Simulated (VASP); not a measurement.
An input for Ansatz (written as the equivalent of a VASP run, and not itself run):

Ansatz 0.2 input:
```yaml
crystal:
  lattice:
    - [0.0000000, 3.3163908, 3.3163908]
    - [3.3163908, 0.0000000, 3.3163908]
    - [3.3163908, 3.3163908, 0.0000000]
  atoms:
    - { symbol: In, position: [0.0000000, 0.0000000, 0.0000000] }
    - { symbol: Sb, position: [0.2500000, 0.2500000, 0.2500000] }
kpoints:
  mp_grid: { grid: [10, 10, 10] }
hamiltonian:
  xc: pbe
  pseudopotentials: { kind: paw }
scf:
  occupations: { method: methfessel_paxton, width: 0.1 }
  max_iter: 100
relax:
  max_steps: 40
  f_tol: 0.01
  cell: { p_target: 20 }
output: { forces: true, stress: true, eigenvalues: true }
```

Translate this input to VASP (INCAR, KPOINTS, POSCAR, choice of POTCAR).

Several could match; the one computed here: 
**INCAR**
```
LCHARG = .FALSE.
SYSTEM = InSb
ALGO = Normal
LMAXMIX = 4   # l cut-off of mixed one-centre charges
SIGMA = 0.1
PSTRESS = 200
EDIFFG = -0.01
LWAVE = .FALSE.
PREC = Accurate
GGA = PE   # PBE
EDIFF = 1E-7   # SCF stop (eV)
ISIF = 3   # ions, shape and volume
ISMEAR = 1   # Methfessel-Paxton
LASPH = .TRUE.   # aspherical one-centre terms
NSW = 40
NELM = 100   # most electronic steps
LREAL = .FALSE.   # projection in real space or not
IBRION = 2   # conjugate gradients
ENCUT = 480
```

File KPOINTS:
```
Automatic mesh
0
Gamma
10 10 10
0 0 0
```

POSCAR:
```
InSb
1
    0.0000000000     3.3163907709     3.3163907709
    3.3163907709     0.0000000000     3.3163907709
    3.3163907709     3.3163907709     0.0000000000
In Sb
1 1
Direct
  0.0000000000   0.0000000000   0.0000000000
  0.2500000000   0.2500000000   0.2500000000
```

POTCAR, in this order: In_d Sb (PBE.64 set). Program: vasp_std.

Limits of the translation: each code has its own PAW files, so the cut-off isn't converted (ENCUT is set for VASP's; basis.ecutwfc is left out, and Ansatz then takes the one that its files recommend); Ansatz stops its SCF on the density residual and VASP on the energy change (EDIFF).

The compound is InSb in the zinc blende structure. This run relaxes it under an external pressure of 20 GPa. Symmetry was kept, so distortions that lower it aren't found.
